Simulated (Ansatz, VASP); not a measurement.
## Cross-check of WC between VASP and Ansatz

Wanted: the spread between two codes on one cell, functional and k mesh. Of the first pair: The structure shown is the end of the Ansatz relaxation below.

Method: plane waves, with VASP 6.6.1 beside it; single point at PBEsol and relaxation of cell and atoms at PBEsol, in Ansatz 0.2.0.

## 1. Starting point

Symmetry: P-6m2, No. 187, hexagonal system. Conventional cell: a = 2.899 Å, b = 2.899 Å, c = 2.827 Å, α = 90.00°, β = 90.00°, γ = 120.00°. W has 6 C at 2.19 Å nearest. Nearest to C lie 6 W at 2.19 Å. Farther neighbours are not listed.

## 2. Ansatz: relaxation, PBEsol

Ansatz runs on its PAW soft_1 files.

This run makes the geometry at which the two programs are then compared.

Contents of input.yaml:

```yaml
crystal:
  lattice:
    - [2.898882, 0.0, 0.0]
    - [-1.449441, 2.5105054546, 0.0]
    - [0.0, 0.0, 2.82734]
  atoms:
    - { symbol: W, position: [0.0, 0.0, 0.0] }
    - { symbol: C, position: [0.6666667, 0.3333333, 0.5] }
kpoints:
  mp_grid: { grid: [17, 17, 15] }
scf:
  occupations: { method: fermi_dirac, width: 0.05 }
hamiltonian:
  xc: pbesol
  pseudopotentials: { kind: paw, azcp: { folder: soft_1 }, xc_functional: pbe }
basis:
  ecutwfc: 600
output:
  forces: true
  stress: true
relax:
  f_tol: 0.005
  max_steps: 70
  cell: { stress_tol: 0.02, p_target: 0, fix: [a, b, alpha, beta, gamma] }
```

On the command line:

```bash
> ansatz run input.yaml --threads 4 --pin off --max-ram 10240MiB --backend cpu --events-out ev --progress --plain --runs-dir out
```

Numbers of over 12 decimals in the logs are rounded to 6 here.

What it wrote:

```text
Engine: ansatz 0.2.0, x86_64-unknown-linux-gnu
Pseudopotentials: kind: paw
Pseudopotential: W, paw, valence charge 14, recommended cutoff 420 eV (normal), soft_1/W.paw.azcp
Pseudopotential: C, paw, valence charge 4, recommended cutoff 420 eV (normal), soft_1/C.paw.azcp
Functional definition: PBEsol
  exchange = pbesol_x
  correlation = pbesol_c
Crystal: 2 atoms, lattice volume = 20.576 Å³
Basis set: ecut = 600 eV, 677 PW (Γ), exchange–correlation on 48×48×48 points (8 copies of the dense FFT grid, shifted against one another)
Bands: 13, of which v1, the nominal top of the filled ones, is band 9 counted from 1 (8 counted from 0)
Symmetry: 12 space group operations
Space group: P-6m2 (ITA 187), of the structure as read, at distance tolerance 2.7e-5 Å
k-points: 264 of 4335 (time reversal used)
Non-local potential: W, projectors of the file, l = 0: 3, l = 1: 2, l = 2: 2, l = 3: 1
Non-local potential: C, projectors of the file, l = 0: 2, l = 1: 2, l = 2: 1
PAW form: soft (Blöchl's): semilocal exchange-correlation on the pseudo side does not see the compensation charge
PAW frozen core: W, regenerated for the run's functional, and the local potential with it (the file was generated under x = pbe(κ = 0.804, μ = 0.219515), c = pbe(β = 0.066725))
PAW frozen core: C, regenerated for the run's functional, and the local potential with it (the file was generated under x = pbe(κ = 0.804, μ = 0.219515), c = pbe(β = 0.066725))
PAW one-centre angular grid: W, 590 points (default); XC on 64 Gauss nodes
PAW one-centre angular grid: C, 110 points (default); XC on 64 Gauss nodes
Initial density: superposition of atomic densities (chi_scale 0.1, normalization cell, long waves kept (reshape's long-wave potential 0.00 eV rms))
Initial wavefunctions: pseudopotential atomic-orbital guess
Functional: x = pbesol(κ = 0.804, μ = 0.123457), c = pbesol(β = 0.046)
SCF iter   1: F=—  HF=-10505.943086 eV  |F-HF|=—  |Δ(HF+E_count)|=         —  Δρ=1.30e-1  dr2=4.67e0  ethr=3.10e-3  ⟨swp⟩=5.7  Hψ=16891  notcnv=0
preconditioner: auto → none  [metal: Δε(μ)=0.091 eV  Ē_g=10.867 eV  σ=0.050 eV  W_gap=0.40  n_scr=8 (ndim 8)  ℏωp=25.9 eV  f_vac=0.000  D(μ)=0.16/eV (n_scr^D=0)  sad-step TF]
SCF iter   2: F=—  HF=-10505.370016 eV  |F-HF|=—  |Δ(HF+E_count)|=   5.73e-1  Δρ=9.21e-2  dr2=2.42e0  ethr=3.10e-3  ⟨swp⟩=2.0  Hψ=6589  notcnv=0
SCF iter   3: F=—  HF=-10504.753709 eV  |F-HF|=—  |Δ(HF+E_count)|=   6.16e-1  Δρ=9.13e-3  dr2=1.96e-2  ethr=3.10e-3  ⟨swp⟩=2.3  Hψ=5953  notcnv=0  defer=1
SCF iter   4: F=—  HF=-10504.751445 eV  |F-HF|=—  |Δ(HF+E_count)|=   2.26e-3  Δρ=9.75e-4  dr2=8.73e-5  ethr=1.09e-4  ⟨swp⟩=2.0  Hψ=6339  notcnv=0
SCF iter   5: F=—  HF=-10504.751523 eV  |F-HF|=—  |Δ(HF+E_count)|=   7.78e-5  Δρ=1.76e-4  dr2=2.92e-6  ethr=4.85e-7  ⟨swp⟩=2.1  Hψ=5497  notcnv=0
SCF iter   6: F=—  HF=-10504.751523 eV  |F-HF|=—  |Δ(HF+E_count)|=   2.13e-8  Δρ=2.94e-5  dr2=1.07e-7  ethr=5.56e-10  ⟨swp⟩=5.0  Hψ=12909  notcnv=0
SCF iter   7: F=-10504.751523 eV  HF=-10504.751523 eV  |F-HF|=8.26e-10  |Δ(HF+E_count)|=   2.50e-8  Δρ=4.16e-6  dr2=1.90e-9  ethr=5.56e-10  ⟨swp⟩=4.2  Hψ=10609  notcnv=0
SCF 1 converged in 7 iterations: F = -10504.751523 eV  dr2 = 1.90e-9
  greatest PAW one-centre occupation: 0.999 electrons in one spin orbital (limit 2), on the W atom at site 0 (counted from 0), in its partial waves of l = 0
relax step   1: F+E_penalty+E_count = -10504.75152293 eV  Δ(F+E_penalty+E_count) = +0.000e0 eV  max|allowed force component| = 2.498e-16 eV/Å  Δτ_max = 0.0000 Å  P = -0.000 GPa  Ω = 20.576 Å³  fix = [a, b, alpha, beta, gamma]  reactions: a -0.001, b -0.001 GPa  (7 SCF iters, dr2 threshold 1.00e-7 eV, accepted)
Initial density: handed on by an earlier stage of this run
Initial wavefunctions: pseudopotential atomic-orbital guess (no wavefunctions were taken with the density)
iter 1 solved again at ethr=3.10e-8 eV; its pass at ethr=3.10e-3 eV (dr2=5.58e-6 eV) is discarded
SCF iter   1: F=—  HF=-10504.751519 eV  |F-HF|=—  |Δ(HF+E_count)|=         —  Δρ=4.07e-6  dr2=1.83e-9  ethr=3.10e-8  ⟨swp⟩=3.2  Hψ=27021  notcnv=0
preconditioner: auto → none  [metal: Δε(μ)=0.055 eV  Ē_g=10.189 eV  σ=0.050 eV  W_gap=0.27  n_scr=8 (ndim 8)  ℏωp=25.9 eV  f_vac=0.000  D(μ)=0.26/eV (n_scr^D=0)]
SCF iter   2: F=—  HF=-10504.751523 eV  |F-HF|=—  |Δ(HF+E_count)|=   3.80e-6  Δρ=1.90e-6  dr2=2.93e-10  ethr=1.02e-11  ⟨swp⟩=2.9  Hψ=6533  notcnv=0
SCF iter   3: F=—  HF=-10504.751523 eV  |F-HF|=—  |Δ(HF+E_count)|=  2.36e-11  Δρ=3.19e-7  dr2=6.12e-12  ethr=1.63e-12  ⟨swp⟩=2.4  Hψ=5837  notcnv=0
iter 4 did not close the SCF: its close was put off for the readings that it lacked (scf_convergence_deferred on its scf_iter line)
SCF iter   4: F=-10504.751523 eV  HF=-10504.751523 eV  |F-HF|=1.82e-12  |Δ(HF+E_count)|=    0.00e0  Δρ=6.91e-8  dr2=4.64e-13  ethr=1.00e-12  ⟨swp⟩=1.0  Hψ=3432  notcnv=0
iter 5 did not close the SCF: its close was put off for the readings that it lacked (scf_convergence_deferred on its scf_iter line)
SCF iter   5: F=-10504.751523 eV  HF=-10504.751523 eV  |F-HF|=1.82e-12  |Δ(HF+E_count)|=  1.82e-12  Δρ=9.81e-9  dr2=9.96e-15  ethr=1.00e-12  ⟨swp⟩=1.0  Hψ=3432  notcnv=0
iter 6 did not close the SCF: its close was put off for the readings that it lacked (scf_convergence_deferred on its scf_iter line)
SCF iter   6: F=-10504.751523 eV  HF=-10504.751523 eV  |F-HF|=0.00e0  |Δ(HF+E_count)|=  1.82e-12  Δρ=1.85e-9  dr2=6.02e-16  ethr=1.00e-12  ⟨swp⟩=1.0  Hψ=3432  notcnv=0
iter 7 did not close the SCF: its close was put off for the readings that it lacked (scf_convergence_deferred on its scf_iter line)
SCF iter   7: F=-10504.751523 eV  HF=-10504.751523 eV  |F-HF|=5.46e-12  |Δ(HF+E_count)|=  3.64e-12  Δρ=3.07e-10  dr2=7.69e-18  ethr=1.00e-12  ⟨swp⟩=1.0  Hψ=3432  notcnv=0
SCF iter   8: F=-10504.751523 eV  HF=-10504.751523 eV  |F-HF|=1.82e-12  |Δ(HF+E_count)|=  1.82e-12  Δρ=1.32e-10  dr2=4.16e-18  ethr=1.00e-12  ⟨swp⟩=1.8  Hψ=8325  notcnv=0
SCF 2 converged in 8 iterations: F = -10504.751523 eV  dr2 = 4.16e-18
relax step   2: F+E_penalty+E_count = -10504.75152293 eV  Δ(F+E_penalty+E_count) = -4.729e-10 eV  max|allowed force component| = 2.591e-16 eV/Å  Δτ_max = 0.0000 Å  P = -0.000 GPa  Ω = 20.576 Å³  fix = [a, b, alpha, beta, gamma]  reactions: a -0.001, b -0.001 GPa  stress off target by 3.23e-4 GPa on what of the cell is left free  SCF on the basis re-selected at this cell (its energy is not comparable with the rows above)  (8 SCF iters)
basis re-selected at this cell: Δ(F+E_penalty+E_count) = -4.729e-10 eV, ΔP = -0.000 GPa vs the last step (what re-selecting the basis moved, of the pressure what is left beyond the Pulay correction that the steps carried, after the strain that the cell walked since its last selection, with what the two solves' SCF thresholds leave and, on support functions, any second-order correction that the steps lacked; it is no  [...]
SCF converged after 8 iterations
Free energy (F): -10504.751523 eV
Harris-Foulkes:  -10504.751523 eV  (|F-HF|=1.82e-12)
Internal energy: -10504.749294 eV  (E = F + TS)
E sigma→0 (E₀):  -10504.750409 eV
Entropy (-TS):   -0.002229 eV (-1.114 meV/atom)
Fermi energy:    20.466327 eV
--- Per-component energies (eV) ---
  E_band       = -59.794991
  E_kinetic    = 509.823609
  E_local      = -597.752278  (includes V_loc(G=0)·N_el)
  E_nonlocal   = -0.100320
  E_hartree    = 245.354075
  E_xc         = -314.016666
  E_vxc        = -290.765576  (∫ρ·V_xc dr)
  E_paw        = -8546.952164  (= ΣΔE_a)
  E_vpaw       = -171.708613  (= ΣTr[D̂ρ^β])
  E_aug_tail   = 0.000038  (compensation charges beyond the density's cutoff)
  E_ewald      = -1801.348545
  E_core_change = 0.242958  (= ΣΔE_core)
  E_smearing   = -0.002229  (= −TS)
  E_closure    = 0.000000  (closes the sum)
  Σ components = -10504.751523   (vs F -10504.751523, Δ=0.00e0)
--- Forces (eV/Å), atoms counted from 1 ---
  atom   1  W      0.00000000     0.00000000     0.00000000
  atom   2  C     -0.00000000     0.00000000     0.00000000
  max |Σ_I F_I| component: 5.18e-16 eV/Å
--- Stress (GPa, compression-positive) ---
       -0.000696      -0.000000      -0.000000
        0.000000      -0.000696      -0.000000
       -0.000000      -0.000000       0.000323
  P = ⅓ Tr σ = -0.0004 GPa (-0.004 kbar)
--- Relaxed structure (1 steps of the walk, 1 accepted, 1 SCFs on fresh bases) ---
  F+E_penalty+E_count = -10504.75152293 eV   max|allowed force component| = 2.591e-16 eV/Å   (the final SCF, on the basis selected at the relaxed cell)
  cell:  # Å, volume = 20.5764 Å³
    - [2.898882, 0.0, 0.0]
    - [-1.449441, 2.510505, 0.0]
    - [0.0, 0.0, 2.82734]
  atoms:
    - { symbol: W, position: [-7.401487051415874e-17, 0.0, 0.0] }
    - { symbol: C, position: [0.666667, 0.333333, 0.5] }
```

Reading the cycles: dr2 is the Hartree energy of the density residual (eV), the measure of convergence; HF is the Harris–Foulkes estimate of the energy, which meets the free energy F at convergence.

## 3. VASP: single point, PBEsol, pair 1

The same cell, functional, mesh and smearing now go to VASP, with its own data sets.

Lines of VASP's logs that name or quote its potential files are left out, and so is its time.

Contents of INCAR:

```
SYSTEM = WC
PREC = Accurate
ENCUT = 600
EDIFF = 1E-06
NELM = 120
ISMEAR = -1
SIGMA = 0.05
LREAL = .FALSE.
ALGO = Normal
GGA = PS
NBANDS = 11
LASPH = .TRUE.
LORBIT = 11
LWAVE = .FALSE.
LCHARG = .FALSE.
ISIF = 2
GGA_COMPAT = .FALSE.
KPAR = 2
```

Contents of POSCAR:

```
WC
1.0
    2.8988820000      0.0000000000      0.0000000000
   -1.4494410000      2.5105054546      0.0000000000
    0.0000000000      0.0000000000      2.8273400000
W C
1 1
Direct
    0.0000000000      0.0000000000      0.0000000000
    0.6666666667      0.3333333333      0.5000000000
```

Contents of KPOINTS:

```
Automatic mesh
0
Gamma
17 17 15
0 0 0
```

The projector-augmented-wave data sets are W and C (PBE family, release 64).

On the command line:

```bash
> mpirun -np 2 vasp_std
```

What it wrote:

```text
[banner, memory and clock lines left out]
running    2 mpi-ranks, on    1 nodes
 distrk:  each k-point on    1 cores,    2 groups
 distr:  one band on    1 cores,    1 groups

 POSCAR found type information on POSCAR W C
 POSCAR found :  2 types and       2 ions
|                                                                             |
|               ----> ADVICE to this user running VASP <----                  |
|                                                                             |
|     You enforced a specific xc type in the INCAR file but a different       |
|     [... a line on the potential file left out ...]
|     I HOPE YOU KNOW WHAT YOU ARE DOING!                                     |
|                                                                             |

 LDA part: xc-table for (Slater+PW92), standard interpolation
 POSCAR, INCAR and KPOINTS ok, starting setup
 FFT: planning ... GRIDC
 FFT: planning ... GRID_SOFT
 FFT: planning ... GRID
 WAVECAR not read
 entering main loop
       N       E                     dE             d eps       ncg     rms          rms(c)
DAV:   1     0.274359292548E+02    0.27436E+02   -0.54825E+03  5808   0.928E+02
DAV:   2    -0.248208884456E+02   -0.52257E+02   -0.49777E+02  6689   0.213E+02
DAV:   3    -0.269432210464E+02   -0.21223E+01   -0.20967E+01  7205   0.358E+01
DAV:   4    -0.269578136499E+02   -0.14593E-01   -0.14588E-01  6360   0.341E+00
DAV:   5    -0.269578747965E+02   -0.61147E-04   -0.61146E-04  7079   0.218E-01    0.350E+01
DAV:   6    -0.241086697967E+02    0.28492E+01   -0.12583E+01  6893   0.218E+01    0.117E+01
DAV:   7    -0.240305774999E+02    0.78092E-01   -0.60841E-01  5943   0.621E+00    0.842E+00
DAV:   8    -0.239891842908E+02    0.41393E-01   -0.10423E-01  6398   0.239E+00    0.201E+00
DAV:   9    -0.239838065186E+02    0.53778E-02   -0.14114E-02  6237   0.763E-01    0.133E-01
DAV:  10    -0.239837331079E+02    0.73411E-04   -0.82521E-04  6767   0.252E-01    0.180E-01
DAV:  11    -0.239837205582E+02    0.12550E-04   -0.81135E-05  6873   0.630E-02    0.736E-03
DAV:  12    -0.239837179950E+02    0.25633E-05   -0.46655E-06  6092   0.144E-02    0.126E-02
DAV:  13    -0.239837180390E+02   -0.44001E-07   -0.39109E-07  3078   0.602E-03
   1 F= -.23983718E+02 E0= -.23982535E+02  d E =-.236593E-02
```

OUTCAR, selected parts (step 3):

```text
ion  position               nearest neighbor table
   1  0.000  0.000  0.000-   2 2.19   2 2.19   2 2.19   2 2.19   2 2.19   2 2.19
   2  0.667  0.333  0.500-   1 2.19   1 2.19   1 2.19   1 2.19   1 2.19   1 2.19

  LATTYP: Found a hexagonal cell.
 ALAT       =     2.8988820000
 C/A-ratio  =     0.9753208306

 Subroutine GETGRP returns: Found 12 space group operations
 (whereof 12 operations were pure point group operations)

The static configuration has the point symmetry D_3h.

 Found    264 irreducible k-points:

   k-points           NKPTS =    264   k-points in BZ     NKDIM =    264   number of bands    NBANDS=     11

   dimension x,y,z NGX =    24 NGY =   24 NGZ =   24
   dimension x,y,z NGXF=    48 NGYF=   48 NGZF=   48

   ENCUT  =  600.0 eV  44.10 Ry    6.64 a.u.   5.79  5.79  5.65*2*pi/ulx,y,z

   NELECT =      10.0000    total number of electrons

 k-points in reciprocal lattice and weights: Automatic mesh
   0.00000000  0.00000000  0.00000000       0.000
   0.05882353  0.00000000  0.00000000       0.001
   0.11764706 -0.00000000  0.00000000       0.001
   0.17647059 -0.00000000  0.00000000       0.001
   0.23529412 -0.00000000  0.00000000       0.001
   0.29411765 -0.00000000  0.00000000       0.001
   0.35294118 -0.00000000  0.00000000       0.001
   0.41176471 -0.00000000  0.00000000       0.001
   0.47058824 -0.00000000  0.00000000       0.001
[...]
0.29411765  0.29411765  0.46666667       0.003
   0.35294118  0.29411765  0.46666667       0.003

 average (electrostatic) potential at core
       1 -36.9398       2 -46.2015

 E-fermi :   8.2366

 k-point     1 :       0.0000    0.0000    0.0000
  band No.  band energies     occupation
      1      -6.2170      2.00000
      2       3.8880      2.00000
      3       4.8991      2.00000
      4       4.8991      2.00000
      5       8.4395      0.03399
      6      11.4981      0.00000
      7      11.4981      0.00000
      8      14.0032      0.00000
      9      14.0032      0.00000
    ...

 k-point     2 :       0.0588    0.0000    0.0000
  band No.  band energies     occupation
      1      -6.1284      2.00000
      2       3.9209      2.00000
      3       4.7669      2.00000
      4       4.9864      2.00000
      5       8.1396      1.74884
      6      11.4645      0.00000
      7      11.8286      0.00000
      8      13.8096      0.00000
      9      13.9369      0.00000
     10      15.1629      0.00000
    ...

 k-point     3 :       0.1176   -0.0000    0.0000
  band No.  band energies     occupation
      1      -5.8695      2.00000
      2       3.8714      2.00000
      3       4.5680      2.00000
      4       5.2408      2.00000
      5       7.4910      2.00000
      6      11.3700      0.00000
      7      12.5563      0.00000
      8      13.3129      0.00000
      9      13.7576      0.00000
     10      15.8919      0.00000
    ...

  Total       -0.0843379     -0.0843379     -0.0297075      0.0000000     -0.0000000      0.0000000
  in kB       -6.5669489     -6.5669489     -2.3131675      0.0000000     -0.0000000      0.0000000
  external PRESSURE =      -5.1490218 kB  Pullay stress =       0.0000000 kB

  energy-cutoff  :      600.00
  volume of cell :       20.58
      direct lattice vectors                 reciprocal lattice vectors
     2.898882000  0.000000000  0.000000000     0.344960574  0.199163081  0.000000000
    -1.449441000  2.510505455  0.000000000     0.000000000  0.398326161  0.000000000
     0.000000000  0.000000000  2.827340000     0.000000000  0.000000000  0.353689333

 POSITION                                       TOTAL-FORCE (eV/Angst)
 -----------------------------------------------------------------------------------
      0.00000      0.00000      0.00000         0.000000     -0.000000      0.000000
      1.44944      0.83684      1.41367        -0.000000      0.000000      0.000000
 -----------------------------------------------------------------------------------
    total drift:                               -0.000000      0.000000      0.000000

  FREE ENERGIE OF THE ION-ELECTRON SYSTEM (eV)
  ---------------------------------------------------
  free  energy   TOTEN  =       -23.9837180390 eV

  energy  without entropy=      -23.9813521054  energy(sigma->0) =      -23.98253507

 total charge
# of ion       s       p       d       tot
------------------------------------------
    1        0.628   0.894   4.406   5.928
    2        0.848   1.566   0.000   2.414
--------------------------------------------------
tot          1.477   2.460   4.406   8.343

[... 3 further parts left out ...]
```

The data set W keeps the semicore shell frozen, which is cheaper and a little less accurate.

## 4. Comparison

Known differences besides the potentials themselves: the data sets hold 18 valence electrons in Ansatz (on its PAW soft_1 files) and 10 in VASP; Ansatz makes its cores anew for this functional, VASP keeps those of its PBE data sets; Ansatz's pressure holds a Pulay correction, VASP's none. Total energies have different zeros and are not compared.

Compared:

```csv
quantity,Ansatz,VASP,difference
pressure (GPa),0.00,-0.51,+0.51
```

## 5. Ansatz: relaxation, PBEsol

This run makes the geometry at which the two programs are then compared. The cell compared in this pair holds 20.25 Å³, against 20.58 Å³ for the pair before.

The structure compared here is the end of the Ansatz relaxation.

Changes to input.yaml since step 2:

```diff
@@ -2,5 +2,5 @@
   lattice:
-    - [2.898882, 0.0, 0.0]
-    - [-1.449441, 2.5105054546, 0.0]
-    - [0.0, 0.0, 2.82734]
+    - [2.86989318, 0.0, 0.0]
+    - [-1.43494659, 2.4854004, 0.0]
+    - [0.0, 0.0, 2.84430404]
   atoms:
```

On the command line:

```bash
> ansatz run input.yaml --threads 4 --pin off --max-ram 10240MiB --backend cpu --events-out ev --progress --plain --runs-dir out
```

What it wrote:

```text
[...]
Crystal: 2 atoms, lattice volume = 20.288 Å³
Basis set: ecut = 600 eV, 671 PW (Γ), exchange–correlation on 48×48×48 points (8 copies of the dense FFT grid, shifted against one another)
Bands: 13, of which v1, the nominal top of the filled ones, is band 9 counted from 1 (8 counted from 0)
Symmetry: 12 space group operations
[...]
k-points: 264 of 4335 (time reversal used)
[...]
0.000000       9.506469      -0.000000
       -0.000000      -0.000000      -0.012284
  P = ⅓ Tr σ = 6.3336 GPa (63.336 kbar)
--- Relaxed structure (3 steps of the walk, 3 accepted, 1 SCFs on fresh bases) ---
[...]
cell:  # Å, volume = 20.2451 Å³
    - [2.869893, 0, 0]
    - [-1.434947, 2.485400, 0]
    - [0, 0, 2.838296]
  atoms:
    - { symbol: W, position: [-7.401487051415874e-17, 0, 0] }
    - { symbol: C, position: [0.666667, 0.333333, 0.5] }
[key lines of the parts left out:]
SCF converged after 8 iterations
Free energy (F): -10504.739527 eV
Fermi energy:    20.851699 eV
```

[end of part 1 of 2]

[Lines on the potential files, build, host, timing and source positions are cut from VASP's logs without a mark.]

[Logs are printed without paths, hosts, clocks, repeated set-up lines and the standing remarks that a program may print on its own settings, such as how far it seeks lower states.]

[Hosts, paths, dates, database ids (printed as entryN), source tags and the programs' standing remarks are cut or masked in the printed files.]
